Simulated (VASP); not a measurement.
Data:

```xyz
2
Lattice="1.7900 -3.1004 0.0000 1.7900 3.1004 0.0000 0.0000 0.0000 5.6200" Properties=species:S:1:pos:R:3 pbc="T T T"
Ho     1.7900     1.0335     1.4050
Ho     1.7900    -1.0335     4.2150
```

Level of theory: AM05 GGA, VASP's PBE PAW potentials (set 64) (plane waves; VASP 6.6.1). Settings: 520 eV cut-off, 11×11×6 Γ-centred mesh, first-order Methfessel-Paxton smearing of 0.10 eV, potentials Ho_3.

The 4f electrons are frozen in the core of the lanthanide potential, so 4f levels, which can set the real gap, and their magnetism are missing. Energy and stress use the plane-wave basis of the starting cell.

### Question
The ions, cell shape and volume are relaxed. What does this cell relax into?

### Answer

```xyz
2
Lattice="1.7789 -3.0812 0.0000 1.7789 3.0812 0.0000 0.0000 0.0000 5.4687" Properties=species:S:1:pos:R:3 pbc="T T T"
Ho     1.7789     1.0271     1.3672
Ho     1.7789    -1.0271     4.1015
```
Space group P6_3/mmc (194), at a tolerance of 0.03 Å.

### Question
How do energy and volume change from the first to the last step?

### Answer
The energy (σ→0) changes by -8.7 meV/atom and the volume by -3.9 %, in 6 ionic steps.

The compound is Ho in the hcp structure. This run relaxes it. Symmetry was kept, so distortions that lower it aren't found.
